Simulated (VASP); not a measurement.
The input files of a VASP run:

### INCAR
```
! general
SYSTEM  =  Be
PREC    =  Accurate
ENCUT   =  520
LREAL   =  F   ! projection in real space or not
LASPH   =  T   ! aspherical one-centre terms

! electronic loop
EDIFF   =  1E-6   ! SCF stop (eV)
NELM    =  100   ! most electronic steps
ALGO    =  Normal   ! blocked Davidson

! smearing
ISMEAR  =  1   ! Methfessel-Paxton
SIGMA   =  0.1   ! width (eV)

! functional
GGA     =  PE

! ions
IBRION  =  2   ! conjugate gradients
NSW     =  60   ! most ionic steps
ISIF    =  3   ! ions, shape and volume
EDIFFG  =  -0.01

! output
LWAVE   =  F
LCHARG  =  F
```

POSCAR:
```
Be
1
    1.1334613875    -1.9632125422     0.0000000000
    1.1334613875     1.9632125422    -0.0000000000
    0.0000000000     0.0000000000     3.5578286555
Be
2
Direct
  0.3333330000   0.6666670000   0.2500000000
  0.6666670000   0.3333330000   0.7500000000
```

**KPOINTS**
```
Automatic
0
G
 17 17 9
0 0 0
```

POTCAR, in this order: Be (PBE.64 set). Program: vasp_std.

Question: Write an equivalent input for Quantum ESPRESSO's pw.x.

Answer: One equivalent input (not run):
```
&CONTROL
  calculation = 'vc-relax'
  pseudo_dir = './pseudo'
  outdir = './out'
  tprnfor = .true.
  tstress = .true.
  nstep = 60
  forc_conv_thr = 0.00039
/
&SYSTEM
  ibrav = 0
  nat = 2
  ntyp = 1
  ecutwfc = 88
  occupations = 'smearing'
  smearing = 'methfessel-paxton'
  degauss = 0.00735
  input_dft = 'pbe'
/
&ELECTRONS
  conv_thr = 7.3e-08
  electron_maxstep = 100
/
&IONS
/
&CELL
/
ATOMIC_SPECIES
  Be 9.012 Be.upf
CELL_PARAMETERS angstrom
     1.1334614   -1.9632125    0.0000000
     1.1334614    1.9632125   -0.0000000
     0.0000000    0.0000000    3.5578287
ATOMIC_POSITIONS crystal
  Be   0.3333330  0.6666670  0.2500000
  Be   0.6666670  0.3333330  0.7500000
K_POINTS automatic
  17 17 9 0 0 0
```
The two are equivalent in intent, not identical: the potentials are each code's own (VASP's PAW set, PseudoDojo norm-conserving files in pw.x), so ENCUT and ecutwfc are chosen apart and not converted; conv_thr bounds pw.x's estimated SCF error, while EDIFF bounds the energy change between steps; forc_conv_thr acts on force components and is met together with etot_conv_thr.

The compound is Be in the hcp structure. It was relaxed first. The start is the result of an earlier pass.
